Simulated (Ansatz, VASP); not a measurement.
**V2CF2 in two plane-wave programs**

One calculation is typed for both programs; each brings its own data sets. How far apart do they land? Of the first pair: The structure shown is the end of the Ansatz relaxation below.

Calculated with Ansatz 0.2.0; plane waves, with VASP 6.6.1 beside it; single point at LDA.

## Step 1: Set-up

The cell holds 5 atoms: 1 C, 2 V and 2 F. Its edges and angles: a = 2.919 Å, b = 2.919 Å, c = 33.200 Å, α = 90.0°, β = 90.0°, γ = 120.0°. Vacuum lies along c.

Structure file:

```cif
data_structure
_symmetry_space_group_name_H-M 'P 1'
_symmetry_Int_Tables_number 1
_cell_length_a 2.9190
_cell_length_b 2.9190
_cell_length_c 33.2000
_cell_angle_alpha 90.000
_cell_angle_beta 90.000
_cell_angle_gamma 120.000
_cell_volume 244.99
loop_
_atom_site_label
_atom_site_type_symbol
_atom_site_fract_x
_atom_site_fract_y
_atom_site_fract_z
_atom_site_occupancy
C1 C 0.00000 0.00000 0.30120 1
V2 V 0.33333 0.66667 0.33168 1
V3 V 0.66667 0.33333 0.27073 1
F4 F 0.66667 0.33333 0.36921 1
F5 F 0.33333 0.66667 0.23320 1
```

## Step 2: Ansatz: relaxation, LDA

Ansatz runs on its default PAW (the set named soft_2) files.

This run makes the geometry at which the two programs are then compared.

input.yaml

```yaml
crystal:
  lattice:
    - [2.9189671266, 0.0, 0.0]
    - [-1.4594835633, 2.5278996844, 0.0]
    - [0.0, 0.0, 33.2]
  atoms:
    - { symbol: C, position: [0.0, 0.0, 0.3012048193] }
    - { symbol: V, position: [0.3333333333, 0.6666666667, 0.3316749804] }
    - { symbol: V, position: [0.6666666667, 0.3333333333, 0.2707346581] }
    - { symbol: F, position: [0.6666666667, 0.3333333333, 0.369217879] }
    - { symbol: F, position: [0.3333333333, 0.6666666667, 0.2331917595] }
  periodic: [true, true, false]
kpoints:
  mp_grid: { grid: [15, 15, 1] }
hamiltonian:
  xc: lda
scf:
  occupations: { method: gaussian, width: 0.1 }
output:
  forces: true
  stress: true
  eigenvalues: true
  write_density: true
  write_potential: true
  elf: true
  volumetric_format: npy
relax:
  adjacent_minimum: "off"
  f_tol: 0.005
  max_steps: 80
  cell: { stress_2d_tol: 0.02 }
```

Started as:

```console
ansatz run input.yaml --threads 8 --pin off --max-ram 14336MiB --backend cpu --events-out ev --progress --plain --runs-dir out
```

Numbers of over 12 decimals in the logs are rounded to 6 here.

The log of the run:

```text
Engine: ansatz 0.2.0, aarch64-unknown-linux-gnu
Pseudopotentials: kind: paw
Pseudopotential: C, paw, valence charge 4, recommended cutoff 420 eV (normal), C.paw.azcp
Pseudopotential: V, paw, valence charge 13, recommended cutoff 420 eV (normal), V.paw.azcp
Pseudopotential: F, paw, valence charge 7, recommended cutoff 420 eV (normal), F.paw.azcp
Functional definition: SPW92
  exchange = slater_x
  correlation = pw_c
Crystal: 5 atoms, lattice volume = 244.978 Å³
Basis set: ecut = 420 eV, 4731 PW (Γ)
Bands: 27, of which v1, the nominal top of the filled ones, is band 22 counted from 1 (21 counted from 0)
Symmetry: 12 space group operations
Space group: P-3m1 (ITA 164), of the structure as read, at distance tolerance 6.3e-5 Å
k-points: 27 of 225
Non-local potential: C, projectors of the file, l = 0: 2, l = 1: 2, l = 2: 1
Non-local potential: V, projectors of the file, l = 0: 3, l = 1: 2, l = 2: 3, l = 3: 1
Non-local potential: F, projectors of the file, l = 0: 2, l = 1: 2, l = 2: 1
PAW form: soft (Blöchl's): semilocal exchange-correlation on the pseudo side does not see the compensation charge
PAW frozen core: C, regenerated for the run's functional, and the local potential with it (the file was generated under x = pbe(κ = 0.804, μ = 0.219515), c = pbe(β = 0.066725))
PAW frozen core: V, regenerated for the run's functional, and the local potential with it (the file was generated under x = pbe(κ = 0.804, μ = 0.219515), c = pbe(β = 0.066725))
PAW frozen core: F, regenerated for the run's functional, and the local potential with it (the file was generated under x = pbe(κ = 0.804, μ = 0.219515), c = pbe(β = 0.066725))
PAW one-centre angular grid: C, 110 points (default); XC on 64 Gauss nodes
PAW one-centre angular grid: V, 590 points (default); XC on 64 Gauss nodes
PAW one-centre angular grid: F, 110 points (default); XC on 64 Gauss nodes
Initial density: superposition of atomic densities (neutral atoms: chi_scale 0, normalization atom), corrected by the library's trained network
Initial wavefunctions: pseudopotential atomic-orbital guess
Functional: x = slater, c = lda
SCF iter   1: F=—  HF=-7554.461591 eV  |F-HF|=—  |Δ(HF+E_count)|=         —  Δρ=9.13e-3  dr2=1.59e-1  ethr=1.77e-3  ⟨swp⟩=12.0  Hψ=5247  notcnv=0
preconditioner: auto → LDOS  [metal: Δε(μ)=0.046 eV  Ē_g=9.530 eV  σ=0.100 eV  W_gap=0.26  n_scr=20 (ndim 8)  ℏωp=12.6 eV  f_vac=0.787  D(μ)=2.05/eV (n_scr^D=12)  β→1.0]
SCF iter   2: F=—  HF=-7554.448372 eV  |F-HF|=—  |Δ(HF+E_count)|=   1.32e-2  Δρ=7.60e-3  dr2=7.65e-2  ethr=3.62e-4  ⟨swp⟩=3.7  Hψ=2146  notcnv=0  defer=11
SCF iter   3: F=—  HF=-7554.424965 eV  |F-HF|=—  |Δ(HF+E_count)|=   2.34e-2  Δρ=1.19e-3  dr2=2.37e-3  ethr=1.74e-4  ⟨swp⟩=3.4  Hψ=1686  notcnv=0  defer=11
SCF iter   4: F=—  HF=-7554.424612 eV  |F-HF|=—  |Δ(HF+E_count)|=   3.54e-4  Δρ=2.71e-4  dr2=2.02e-4  ethr=5.39e-6  ⟨swp⟩=3.8  Hψ=1717  notcnv=0  defer=11
SCF iter   5: F=—  HF=-7554.424611 eV  |F-HF|=—  |Δ(HF+E_count)|=   7.63e-8  Δρ=5.91e-5  dr2=5.58e-6  ethr=4.58e-7  ⟨swp⟩=3.0  Hψ=1401  notcnv=0  defer=11
SCF iter   6: F=—  HF=-7554.424621 eV  |F-HF|=—  |Δ(HF+E_count)|=   9.57e-6  Δρ=1.46e-5  dr2=3.21e-7  ethr=1.27e-8  ⟨swp⟩=3.9  Hψ=1806  notcnv=0  defer=11
iter 7 did not close the SCF: its close was put off until two iterations running show no level that it waits for move by more than its bar (scf_convergence_deferred on its scf_iter line)
SCF iter   7: F=-7554.424624 eV  HF=-7554.424623 eV  |F-HF|=2.45e-7  |Δ(HF+E_count)|=   2.39e-6  Δρ=3.64e-6  dr2=1.31e-8  ethr=2.27e-10  ⟨swp⟩=20.8  Hψ=8219  notcnv=0
iter 8 did not close the SCF: its close was put off until two iterations running show no level that it waits for move by more than its bar (scf_convergence_deferred on its scf_iter line)
SCF iter   8: F=-7554.424624 eV  HF=-7554.424624 eV  |F-HF|=5.40e-9  |Δ(HF+E_count)|=   2.43e-7  Δρ=6.03e-7  dr2=3.16e-10  ethr=2.97e-11  ⟨swp⟩=10.4  Hψ=6061  notcnv=0
SCF iter   9: F=-7554.424624 eV  HF=-7554.424624 eV  |F-HF|=7.46e-11  |Δ(HF+E_count)|=   5.35e-9  Δρ=1.01e-7  dr2=1.28e-11  ethr=1.00e-12  ⟨swp⟩=8.4  Hψ=5164  notcnv=0
SCF 1 converged in 9 iterations: F = -7554.424624 eV  dr2 = 1.28e-11
  greatest PAW one-centre occupation: 1.000 electrons in one spin orbital (limit 2), on the V atom at site 2 (counted from 0), in its partial waves of l = 0
relax step   1: F+E_penalty+E_count = -7554.42462366 eV  Δ(F+E_penalty+E_count) = +0.000e0 eV  max|allowed force component| = 9.668e-3 eV/Å  Δτ_max = 0.0000 Å  P = +0.012 N/m  Ω = 244.978 Å³  fix = [c, alpha, beta]  reactions: c +0.000 N/m  (9 SCF iters, dr2 threshold 1.00e-7 eV, accepted)
[...]
relax step   2: F+E_penalty+E_count = -7554.42461498 eV  Δ(F+E_penalty+E_count) = +8.675e-6 eV  max|allowed force component| = 2.668e-3 eV/Å  Δτ_max = 0.0001 Å  P = +0.004 N/m  Ω = 244.988 Å³  energy of the carried Pulay correction = -1.102e-5 eV  fix = [c, alpha, beta]  reactions: c +0.000 N/m  (4 SCF iters, dr2 threshold 5.84e-9 eV, accepted)
[...]
relax step   3: F+E_penalty+E_count = -7554.42462656 eV  Δ(F+E_penalty+E_count) = -1.158e-5 eV  max|allowed force component| = 2.663e-3 eV/Å  Δτ_max = 0.0000 Å  P = +0.005 N/m  Ω = 244.988 Å³  fix = [c, alpha, beta]  reactions: c +0.000 N/m  stress off target by 4.74e-3 N/m on what of the cell is left free  SCF on the basis re-selected at this cell (its energy is not comparable with the rows above)  (8 SCF iters)
basis re-selected at this cell: Δ(F+E_penalty+E_count) = -1.158e-5 eV, ΔP = +0.000 N/m vs the last step (what re-selecting the basis moved, of the pressure what is left beyond the Pulay correction that the steps carried, after the strain that the cell walked since its last selection, with what the two solves' SCF thresholds leave and, on support functions, any second-order correction that the steps lacked; it is no m [...]
WARN: The output density's exchange-correlation potential varies sharply where the density is thin. Do not read a vacuum level from v_tot or v_xc, or from such a field of the output density. On a cell that repeats whose density bears no net charge and no dipole along the vacuum's axis use v_es (v_loc + v_h of the components); under efield.dipole_correction with no amplitude use v_es + v_field, which holds any externa [...]
SCF converged after 8 iterations
Free energy (F): -7554.424627 eV
Harris-Foulkes:  -7554.424627 eV  (|F-HF|=5.82e-11)
Internal energy: -7554.414778 eV  (E = F + TS)
E sigma→0 (E₀):  -7554.419702 eV
Entropy (-TS):   -0.009849 eV (-1.970 meV/atom)
Fermi energy:    -5.280309 eV
--- Per-component energies (eV) ---
  E_band       = -1200.050574
  E_kinetic    = 1179.879798
  E_local      = -157717.919106  (includes V_loc(G=0)·N_el)
  E_nonlocal   = 96.793244
  E_hartree    = 78186.870661
  E_xc         = -465.031345
  E_vxc        = -594.516745  (∫ρ·V_xc dr)
  E_paw        = -2589.525549  (= ΣΔE_a)
  E_vpaw       = -538.033511  (= ΣTr[D̂ρ^β])
  E_aug_tail   = 0.004420  (compensation charges beyond the density's cutoff)
  E_ewald      = 73753.531464
  E_core_change = 0.981636  (= ΣΔE_core)
  E_smearing   = -0.009849  (= −TS)
  E_closure    = -0.000000  (closes the sum)
  Σ components = -7554.424627   (vs F -7554.424627, Δ=0.00e0)
--- Forces (eV/Å), atoms counted from 1 ---
  atom   1  C     -0.00000000    -0.00000000     0.00000000
  atom   2  V      0.00000000     0.00000000     0.00266293
  atom   3  V     -0.00000000    -0.00000000    -0.00266293
  atom   4  F     -0.00000000    -0.00000000    -0.00110150
  atom   5  F      0.00000000     0.00000000     0.00110150
  max |Σ_I F_I| component: 1.39e-17 eV/Å
--- 2D stress c σ (N/m, compression-positive) ---
        0.004744       0.000000      -0.000000
        0.000000       0.004744      -0.000000
       -0.000000      -0.000000       0.000000
  P = ½ c Tr σ = 0.0047 N/m
--- Band table (eV; the first three rows and the last of 27) ---
  k-point 0: bands = [... 18 lower, -9.1600, -9.1600, -6.7144, -6.7144, -5.8749, -4.7462, -4.7462, -4.4968, ... 1 higher]
  k-point 1: bands = [... 18 lower, -9.3369, -9.2153, -6.7611, -6.6234, -5.8532, -4.7784, -4.7296, -4.5112, ... 1 higher]
  k-point 2: bands = [... 18 lower, -9.7084, -9.3412, -6.9408, -6.3795, -5.7564, -4.8203, -4.6789, -4.5214, ... 1 higher]
  k-point 26: bands = [... 18 lower, -10.7283, -9.6186, -5.9865, -5.5824, -5.5824, -4.2852, -4.2852, -3.9474, ... 1 higher]
--- Relaxed structure (2 steps of the walk, 2 accepted, 1 SCFs on fresh bases) ---
  F+E_penalty+E_count = -7554.42462656 eV   max|allowed force component| = 2.663e-3 eV/Å   (the final SCF, on the basis selected at the relaxed cell)
  cell:  # Å, volume = 244.9883 Å³
    - [2.919028, 0.0, 0]
    - [-1.459514, 2.527953, 0]
    - [0, 0, 33.2]
  atoms:
    - { symbol: C, position: [0, 0, 0.301205] }
    - { symbol: V, position: [0.333333, 0.666667, 0.331679] }
    - { symbol: V, position: [0.666667, 0.333333, 0.270731] }
    - { symbol: F, position: [0.666667, 0.333333, 0.369214] }
    - { symbol: F, position: [0.333333, 0.666667, 0.233196] }
```

In the SCF lines HF is the Harris–Foulkes energy and dr2 the Hartree energy of the density residual, in eV; the loop may stop once dr2 is under the threshold and the program's other checks hold. Hψ counts applications of the Hamiltonian.

## Step 3: VASP: single point, LDA, relaxed cell, pair 1

The same cell, functional (in two slightly different forms), mesh and smearing now go to VASP, with its own data sets.

Lines of VASP's logs that name or quote its potential files are left out, and so is its time.

INCAR

```
SYSTEM = V2CF2
PREC = Accurate
ENCUT = 520
EDIFF = 1E-06
NELM = 120
ISMEAR = 0
SIGMA = 0.1
LREAL = .FALSE.
ALGO = Normal
GGA = CA
NBANDS = 28
LASPH = .TRUE.
LORBIT = 11
LWAVE = .FALSE.
LCHARG = .FALSE.
ISIF = 2
LDIPOL = .TRUE.
IDIPOL = 3
DIPOL = 0.5 0.5 0.301
LVHAR = .TRUE.
GGA_COMPAT = .FALSE.
NELMDL = -8
KPAR = 2
```

POSCAR

```
V2CF2
1.0
    2.9190283276      0.0000000000      0.0000000000
   -1.4595141638      2.5279526861      0.0000000000
    0.0000000000      0.0000000000     33.2000000000
C V F
1 2 2
Direct
    0.0000000000      0.0000000000      0.3012048193
    0.3333333333      0.6666666667      0.3316787447
    0.6666666667      0.3333333333      0.2707308938
    0.6666666667      0.3333333333      0.3692140022
    0.3333333333      0.6666666667      0.2331956363
```

KPOINTS

```
Automatic mesh
0
Gamma
15 15 1
0 0 0
```

PAW data sets: C, V_sv and F (LDA family, release 64).

Started as:

```console
mpirun -np 2 vasp_std
```

The log of the run:

```text
[banner, memory and clock lines left out]
running    2 mpi-ranks, on    1 nodes
 distrk:  each k-point on    1 cores,    2 groups
 distr:  one band on    1 cores,    1 groups

 POSCAR found type information on POSCAR C V F
 POSCAR found :  3 types and       5 ions
 LDA part: xc-table for (Slater(with rela. corr.)+CA(PZ))
 , standard interpolation
 POSCAR, INCAR and KPOINTS ok, starting setup
 FFT: planning ... GRIDC
 FFT: planning ... GRID_SOFT
 FFT: planning ... GRID
 WAVECAR not read
 entering main loop
       N       E                     dE             d eps       ncg     rms          rms(c)
DAV:   1     0.480574662114E+03    0.48057E+03   -0.24863E+04  2000   0.131E+03
DAV:   2    -0.401155829025E+01   -0.48459E+03   -0.47101E+03  1828   0.400E+02
DAV:   3    -0.524810280667E+02   -0.48469E+02   -0.47919E+02  1684   0.127E+02
DAV:   4    -0.538834376169E+02   -0.14024E+01   -0.13960E+01  1852   0.220E+01
DAV:   5    -0.539111918247E+02   -0.27754E-01   -0.27743E-01  1868   0.296E+00
DAV:   6    -0.539117337627E+02   -0.54194E-03   -0.54188E-03  2076   0.418E-01
DAV:   7    -0.539117483581E+02   -0.14595E-04   -0.14595E-04  1840   0.558E-02
DAV:   8    -0.539117487914E+02   -0.43336E-06   -0.43341E-06  1804   0.102E-02    0.454E+01
DAV:   9    -0.442540519058E+02    0.96577E+01   -0.87826E+01  1820   0.704E+01    0.878E+00
DAV:  10    -0.435209721211E+02    0.73308E+00   -0.11901E+01  1832   0.355E+01    0.109E+01
DAV:  11    -0.432711213559E+02    0.24985E+00   -0.99054E-01  1656   0.853E+00    0.599E-01
DAV:  12    -0.432707937594E+02    0.32760E-03   -0.67320E-02  1832   0.181E+00    0.419E-01
DAV:  13    -0.432690870696E+02    0.17067E-02   -0.30634E-03  1736   0.539E-01    0.225E-01
DAV:  14    -0.432681540855E+02    0.93298E-03   -0.12806E-03  1692   0.275E-01    0.659E-02
[...]
DAV:  19    -0.432697506020E+02   -0.20531E-03   -0.10476E-05  1464   0.218E-02    0.626E-03
DAV:  20    -0.432699224927E+02   -0.17189E-03   -0.88622E-06  1424   0.120E-02    0.299E-03
DAV:  21    -0.432700155305E+02   -0.93038E-04   -0.50909E-06  1376   0.126E-02    0.329E-03
DAV:  22    -0.432700297840E+02   -0.14253E-04   -0.54810E-07  1120   0.542E-03    0.224E-03
DAV:  23    -0.432700485575E+02   -0.18774E-04   -0.13417E-06  1184   0.590E-03    0.237E-03
DAV:  24    -0.432700545994E+02   -0.60419E-05   -0.32801E-07   984   0.366E-03    0.785E-04
DAV:  25    -0.432700570775E+02   -0.24781E-05   -0.93558E-08   888   0.199E-03    0.568E-04
DAV:  26    -0.432700578800E+02   -0.80241E-06   -0.39464E-08   792   0.107E-03
   1 F= -.43270058E+02 E0= -.43265125E+02  d E =-.986558E-02
```

From OUTCAR (step 3):

```text
ion  position               nearest neighbor table
   1  0.000  0.000  0.301-   2 1.97   2 1.97   2 1.97   3 1.97   3 1.97   3 1.97
   2  0.333  0.667  0.332-   1 1.97   1 1.97   1 1.97   4 2.10   4 2.10   4 2.10   3 2.63   3 2.63
                             3 2.63
   3  0.667  0.333  0.271-   1 1.97   1 1.97   1 1.97   5 2.10   5 2.10   5 2.10   2 2.63   2 2.63
                             2 2.63
   4  0.667  0.333  0.369-   2 2.10   2 2.10   2 2.10
   5  0.333  0.667  0.233-   3 2.10   3 2.10   3 2.10

  LATTYP: Found a hexagonal cell.
 ALAT       =     2.9190283276
 C/A-ratio  =    11.3736477601

 Subroutine GETGRP returns: Found 12 space group operations
 (whereof  6 operations were pure point group operations)

The static configuration has the point symmetry C_3v.
 The point group associated with its full space group is D_3d.

 Found     27 irreducible k-points:

   k-points           NKPTS =     27   k-points in BZ     NKDIM =     27   number of bands    NBANDS=     28

   dimension x,y,z NGX =    24 NGY =   24 NGZ =  250
   dimension x,y,z NGXF=    48 NGYF=   48 NGZF=  500

   ENCUT  =  520.0 eV  38.22 Ry    6.18 a.u.   5.43  5.43 61.73*2*pi/ulx,y,z

   NELECT =      44.0000    total number of electrons

 k-points in reciprocal lattice and weights: Automatic mesh
   0.00000000  0.00000000  0.00000000       0.004
   0.06666667  0.00000000  0.00000000       0.027
   0.13333333 -0.00000000  0.00000000       0.027
   0.20000000 -0.00000000  0.00000000       0.027
   0.26666667 -0.00000000  0.00000000       0.027
   0.33333333 -0.00000000  0.00000000       0.027
   0.40000000 -0.00000000  0.00000000       0.027
   0.46666667 -0.00000000  0.00000000       0.027
   0.06666667  0.06666667  0.00000000       0.027
[...]
0.33333333  0.26666667  0.00000000       0.053
   0.33333333  0.33333333  0.00000000       0.009

 dipolmoment           0.000000      0.000000     -0.000004 electrons x Angstroem

 average (electrostatic) potential at core
       1 -61.8558       2 -84.3715       3 -84.3715       4 -83.8469       5 -83.8469

 E-fermi :  -2.6832

 k-point     1 :       0.0000    0.0000    0.0000
  band No.  band energies     occupation
    ...
     19      -6.5490      2.00000
     20      -6.5490      2.00000
     21      -4.1180      2.00000
     22      -4.1180      2.00000
     23      -3.2748      2.00000
     24      -2.1483      0.00000
     25      -2.1483      0.00000
     26      -1.9021      0.00000
     27      -1.9021      0.00000
     28      -1.1292      0.00000

 k-point     2 :       0.0667    0.0000    0.0000
  band No.  band energies     occupation
    ...
     19      -6.7272      2.00000
     20      -6.6048      2.00000
     21      -4.1642      2.00000
     22      -4.0267      2.00000
     23      -3.2533      2.00000
     24      -2.1806      0.00000
     25      -2.1317      0.00000
     26      -1.9162      0.00000
     27      -1.8598      0.00000
     28      -1.0008      0.00000

 k-point     3 :       0.1333   -0.0000    0.0000
  band No.  band energies     occupation
    ...
     19      -7.0913      2.00000
     20      -6.7317      2.00000
     21      -4.3432      2.00000
     22      -3.7826      2.00000
     23      -3.1571      2.00000
     24      -2.2228      0.00000
     25      -2.0811      0.00000
     26      -1.9262      0.00000
     27      -1.7445      0.00000
     28      -0.6765      0.00000

  Total        0.3168204      0.3168204      0.2379633     -0.0000000      0.0000000     -0.0000000
  in kB        2.0719457      2.0719457      1.5562355     -0.0000000      0.0000000     -0.0000000
  external PRESSURE =       1.9000423 kB  Pullay stress =       0.0000000 kB

  energy-cutoff  :      520.00
  volume of cell :      244.99
      direct lattice vectors                 reciprocal lattice vectors
     2.919028328  0.000000000  0.000000000     0.342579752  0.197788512  0.000000000
    -1.459514164  2.527952686  0.000000000     0.000000000  0.395577024  0.000000000
     0.000000000  0.000000000 33.200000000     0.000000000  0.000000000  0.030120482

 POSITION                                       TOTAL-FORCE (eV/Angst)
 -----------------------------------------------------------------------------------
      0.00000      0.00000     10.00000         0.000000      0.000000     -0.000000
     -0.00000      1.68530     11.01173         0.000000     -0.000000      0.067165
      1.45951      0.84265      8.98827        -0.000000      0.000000     -0.067165
      1.45951      0.84265     12.25790         0.000000     -0.000000      0.045192
     -0.00000      1.68530      7.74210        -0.000000      0.000000     -0.045192
 -----------------------------------------------------------------------------------
    total drift:                               -0.000000      0.000000     -0.000063

  FREE ENERGIE OF THE ION-ELECTRON SYSTEM (eV)
  ---------------------------------------------------
  free  energy   TOTEN  =       -43.2700578800 eV

  energy  without entropy=      -43.2601923003  energy(sigma->0) =      -43.26512509

 vacuum level on the upper side and lower side of the slab         2.662         2.662

 total charge
# of ion       s       p       d       tot
------------------------------------------
    1        0.900   1.663   0.000   2.563
    2        2.268   6.289   3.250  11.808
    3        2.268   6.289   3.250  11.808
    4        1.729   4.329   0.000   6.058
    5        1.729   4.329   0.000   6.058
--------------------------------------------------
tot          8.896  22.898   6.500  38.295

[... 3 further parts left out ...]
```

This run has no spin polarisation, so a moment on V, if there is one, isn't seen.

## Step 4: Comparison

Known differences besides the potentials themselves: the two LDA forms differ slightly; Ansatz cuts the interaction across the vacuum, VASP repeats the sheet with a dipole correction; the cutoff is 420 eV in Ansatz and 520 eV in VASP; VASP's log shows a relativistic correction to its local exchange, Ansatz's none. Total energies have different zeros and are not compared.

Forces (eV/Å; atoms numbered as in POSCAR):

| atom | Ansatz x, y, z | VASP x, y, z |
| --- | --- | --- |
| C1 | 0.000, 0.000, 0.000 | 0.000, 0.000, 0.000 |
| V2 | 0.000, 0.000, 0.003 | 0.000, 0.000, 0.067 |
| V3 | 0.000, 0.000, -0.003 | 0.000, 0.000, -0.067 |
| F4 | 0.000, 0.000, -0.001 | 0.000, 0.000, 0.045 |
| F5 | 0.000, 0.000, 0.001 | 0.000, 0.000, -0.045 |

The forces differ by 29 meV/Å r.m.s., where the r.m.s. force is 0.001 eV/Å in Ansatz and 0.030 eV/Å in VASP: the atoms lie near their places of rest in Ansatz, so a percentage would say little (all taken over all components). With vacuum in the cell, a pressure given here is an average over mostly empty space and none of the material.

(Continued in part 2 of 2.)

[Lines on the potential files, build, host, timing and source positions are cut from VASP's logs without a mark.]

[Logs are printed without paths, hosts, clocks, repeated set-up lines and the standing remarks that a program may print on its own settings, such as how far it seeks lower states.]

[Hosts, paths, dates, database ids (printed as entryN), source tags and the programs' standing remarks are cut or masked in the printed files.]
